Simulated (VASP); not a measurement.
An input for Quantum ESPRESSO's pw.x (written as the equivalent of a VASP run, and not itself run):

```
&CONTROL
  calculation = 'scf'
  pseudo_dir = './pseudo'
  outdir = './out'
  tprnfor = .true.
  tstress = .true.
/
&SYSTEM
  ibrav = 0
  nat = 1
  ntyp = 1
  ecutwfc = 50
  occupations = 'smearing'
  smearing = 'methfessel-paxton'
  degauss = 0.00735
  input_dft = 'vdw-df-ob86'
/
&ELECTRONS
  conv_thr = 7.3e-09
  electron_maxstep = 100
/
ATOMIC_SPECIES
  Cs 132.905 Cs.upf
CELL_PARAMETERS angstrom
    -3.0262671    3.0262671    3.0262671
     3.0262671   -3.0262671    3.0262671
     3.0262671    3.0262671   -3.0262671
ATOMIC_POSITIONS crystal
  Cs   0.0000000  0.0000000  0.0000000
K_POINTS automatic
  9 9 9 0 0 0
```

### Question
Translate this input to VASP (INCAR, KPOINTS, POSCAR, choice of POTCAR).

### Answer
This is not unique; one that fits is 
INCAR:
```
AGGAC=0.0
ALGO=Normal
EDIFF=1E-7
ENCUT=520
GGA=MK
ISIF=2
ISMEAR=1
LASPH=.TRUE.
LCHARG=.FALSE.
LMAXMIX=4
LREAL=.FALSE.
LUSE_VDW=.TRUE.
LWAVE=.FALSE.
NELM=100
PARAM1=0.1234
PARAM2=1.0
PREC=Accurate
SIGMA=0.1
SYSTEM=Cs
```

KPOINTS:
```
Automatic mesh
0
Gamma
9 9 9
0 0 0
```

File POSCAR:
```
Cs
1
   -3.0262671478     3.0262671478     3.0262671478
    3.0262671478    -3.0262671478     3.0262671478
    3.0262671478     3.0262671478    -3.0262671478
Cs
1
Direct
  0.0000000000   0.0000000000   0.0000000000
```

POTCAR, in this order: Cs_sv (PBE.64 set). Program: vasp_std.

What does not carry over: the potentials are each code's own (VASP's PAW set, PseudoDojo norm-conserving files in pw.x), so ENCUT and ecutwfc are chosen apart and not converted; conv_thr bounds pw.x's estimated SCF error, while EDIFF bounds the energy change between steps.

The compound is Cs in the bcc structure. This cell is one point of a volume scan, at 1.06 of the reference volume.
